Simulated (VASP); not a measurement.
These are r2SCAN meta-GGA, VASP's PBE PAW potentials (set 64) (plane waves; VASP 6.6.1) values and carry that method's errors.

Input for VASP

INCAR:
```
SYSTEM=Si2Mo
PREC=Accurate; ENCUT=400; LREAL=.False.
LASPH=.True.
EDIFF=1E-7; NELM=100; ALGO=Normal
LMAXMIX=4; LMIXTAU=.True.
ISMEAR=-5
METAGGA=R2SCAN
ISIF=2
LWAVE=.False.; LCHARG=.False.; LORBIT=11
NEDOS=601
LEFG=.True.
```

POSCAR:
```
Si2Mo
13.1562130
  0.3484191939   0.0000000000   0.0000000000
 -0.1742095970   0.3017399104   0.0000000000
  0.0000000000   0.0000000000   0.5000000076
Si Mo
6 3
direct
  0.1639192277   0.8360807723   0.8333330000
  0.3278384553   0.1639192277   0.1666670000
  0.1639192277   0.3278384553   0.5000000000
  0.8360807723   0.1639192277   0.8333330000
  0.6721615447   0.8360807723   0.1666670000
  0.8360807723   0.6721615447   0.5000000000
  0.5000000000   0.0000000000   0.5000000000
  0.5000000000   0.5000000000   0.8333330000
  0.0000000000   0.5000000000   0.1666670000
```

**KPOINTS**
```
Automatic mesh
0
Gamma
6 6 4
0 0 0
```

File KPOINTS_OPT:
```
k-points along high-symmetry lines
6
Line-mode
Reciprocal
  0.000000   0.000000   0.000000 ! GAMMA
  0.500000   0.000000   0.000000 ! M

  0.500000   0.000000   0.000000 ! M
  0.333333   0.333333   0.000000 ! K

  0.333333   0.333333   0.000000 ! K
  0.000000   0.000000   0.000000 ! GAMMA

  0.000000   0.000000   0.000000 ! GAMMA
  0.000000   0.000000   0.500000 ! A

  0.000000   0.000000   0.500000 ! A
  0.500000   0.000000   0.500000 ! L

  0.500000   0.000000   0.500000 ! L
  0.333333   0.333333   0.500000 ! H

  0.333333   0.333333   0.500000 ! H
  0.000000   0.000000   0.500000 ! A

  0.500000   0.000000   0.500000 ! L
  0.500000   0.000000   0.000000 ! M

  0.333333   0.333333   0.500000 ! H
  0.333333   0.333333   0.000000 ! K
```

POTCAR, in this order: Si Mo_sv (PBE.64 set). Program: vasp_std.

Output of the run:

File OSZICAR:
```
       N       E                     dE             d eps       ncg     rms          rms(c)
DAV:   1     0.403809964506E+03    0.40381E+03   -0.33449E+04  1806   0.137E+03
DAV:   2    -0.131442264746E+03   -0.53525E+03   -0.52174E+03  1897   0.395E+02
DAV:   3    -0.155596188827E+03   -0.24154E+02   -0.23803E+02  2076   0.722E+01
DAV:   4    -0.156048910425E+03   -0.45272E+00   -0.45048E+00  1996   0.930E+00
DAV:   5    -0.156057591067E+03   -0.86806E-02   -0.86704E-02  2034   0.124E+00    0.428E+01
DAV:   6    -0.140309364232E+03    0.15748E+02   -0.17016E+01  1990   0.281E+01    0.883E+00
DAV:   7    -0.133633344486E+03    0.66760E+01   -0.23397E+00  1940   0.915E+00    0.622E+00
DAV:   8    -0.134360705527E+03   -0.72736E+00   -0.18132E+00  1926   0.784E+00    0.191E+00
DAV:   9    -0.134743252331E+03   -0.38255E+00   -0.38917E-01  1891   0.411E+00    0.517E-01
DAV:  10    -0.134751009123E+03   -0.77568E-02   -0.46131E-02  1904   0.119E+00    0.240E-01
DAV:  11    -0.134768001249E+03   -0.16992E-01   -0.37834E-02  1827   0.120E+00    0.161E-01
DAV:  12    -0.134768606457E+03   -0.60521E-03   -0.18802E-03  1918   0.274E-01    0.652E-02
DAV:  13    -0.134772951187E+03   -0.43447E-02   -0.27905E-03  1920   0.339E-01    0.384E-02
DAV:  14    -0.134772740612E+03    0.21058E-03   -0.23864E-04  1921   0.926E-02    0.170E-02
DAV:  15    -0.134772892848E+03   -0.15224E-03   -0.44559E-05  1952   0.411E-02    0.135E-02
DAV:  16    -0.134772755782E+03    0.13707E-03   -0.38052E-05  1883   0.434E-02    0.742E-03
DAV:  17    -0.134772805707E+03   -0.49925E-04   -0.10302E-05  1883   0.202E-02    0.569E-03
DAV:  18    -0.134772759678E+03    0.46029E-04   -0.15010E-06  1932   0.751E-03    0.857E-04
DAV:  19    -0.134772766078E+03   -0.64007E-05   -0.64630E-08  1218   0.181E-03    0.106E-03
DAV:  20    -0.134772768257E+03   -0.21786E-05   -0.12778E-07  1155   0.214E-03    0.302E-04
DAV:  21    -0.134772770917E+03   -0.26604E-05   -0.37044E-08  1141   0.106E-03    0.101E-04
DAV:  22    -0.134772770279E+03    0.63808E-06   -0.13704E-08  1043   0.578E-04    0.182E-04
DAV:  23    -0.134772771497E+03   -0.12176E-05   -0.59033E-09  1029   0.510E-04    0.867E-05
DAV:  24    -0.134772771227E+03    0.27028E-06   -0.57162E-10  1008   0.119E-04    0.313E-05
DAV:  25    -0.134772771266E+03   -0.39608E-07   -0.29504E-10  1008   0.985E-05
   1 F= -.13477277E+03 E0= -.13477277E+03  d E =0.000000E+00
       N       E                     dE             ncg
       N       E                     dE             ncg
       N       E                     dE             ncg
```

### OUTCAR
```
------------------------ aborting loop because EDIFF is reached ----------------------------------------
  FORCE on cell =-STRESS in cart. coord.  units (eV):
  Direction    XX          YY          ZZ          XY          YZ          ZX
  --------------------------------------------------------------------------------------
  Total        0.0436965      0.0436965     -0.0011954      0.0000000      0.0000000      0.0000000
  in kB        0.5848699      0.5848701     -0.0160004      0.0000000      0.0000000      0.0000000
  external PRESSURE =       0.3845799 kB  Pullay stress =       0.0000000 kB
  volume of cell :      119.70
      direct lattice vectors                 reciprocal lattice vectors
     4.583877129  0.000000000  0.000000000     0.218155935  0.125952372  0.000000000
    -2.291938564  3.969754532  0.000000000     0.000000000  0.251904744  0.000000000
     0.000000000  0.000000000  6.578106600     0.000000000  0.000000000  0.152019428
 POSITION                                       TOTAL-FORCE (eV/Angst)
 -----------------------------------------------------------------------------------
     -1.16486      3.31904      5.48175        -0.013644      0.007877      0.000000
      1.12708      0.65072      1.09635        -0.013644     -0.007877      0.000000
      0.00000      1.30144      3.28905        -0.000000     -0.015754      0.000000
      3.45680      0.65072      5.48175         0.013644     -0.007877      0.000000
      1.16486      3.31904      1.09635         0.013644      0.007877     -0.000000
      2.29194      2.66832      3.28905         0.000000      0.015754      0.000000
      2.29194      0.00000      3.28905        -0.000000     -0.000000     -0.000000
      1.14597      1.98488      5.48175        -0.000000     -0.000000     -0.000000
     -1.14597      1.98488      1.09635        -0.000000     -0.000000      0.000000
 -----------------------------------------------------------------------------------
    total drift:                               -0.000000      0.000000     -0.005917
  FREE ENERGIE OF THE ION-ELECTRON SYSTEM (eV)
  ---------------------------------------------------
  free  energy   TOTEN  =      -134.7727712662 eV

  energy  without entropy=     -134.7727712662  energy(sigma->0) =     -134.77277127

 total charge

# of ion       s       p       d       tot
------------------------------------------
    1        0.730   0.891   0.000   1.621
    2        0.730   0.891   0.000   1.621
    3        0.730   0.891   0.000   1.621
    4        0.730   0.891   0.000   1.621
    5        0.730   0.891   0.000   1.621
    6        0.730   0.891   0.000   1.621
    7        2.268   6.210   4.195  12.674
    8        2.268   6.210   4.195  12.674
    9        2.268   6.210   4.195  12.674
--------------------------------------------------
tot         11.186  23.976  12.586  47.748

 Electric field gradients after diagonalization (V/A^2)
 (convention: |V_zz| > |V_xx| > |V_yy|)
----------------------------------------------------------------------
 ion       V_xx      V_yy      V_zz     asymmetry (V_yy - V_xx)/ V_zz
----------------------------------------------------------------------
   1      14.802     1.520   -16.323       0.814
   2      14.802     1.520   -16.323       0.814
   3      14.802     1.520   -16.323       0.814
   4      14.802     1.520   -16.323       0.814
   5      14.802     1.520   -16.323       0.814
   6      14.802     1.520   -16.323       0.814
   7      21.652    15.279   -36.931       0.173
   8      21.652    15.283   -36.935       0.172
   9      21.652    15.281   -36.934       0.172
```
(Selected blocks of OUTCAR.)

The structure comes from a computed database's Si2Mo entry (P6_222); how it stands against other phases isn't given here. It was relaxed first.
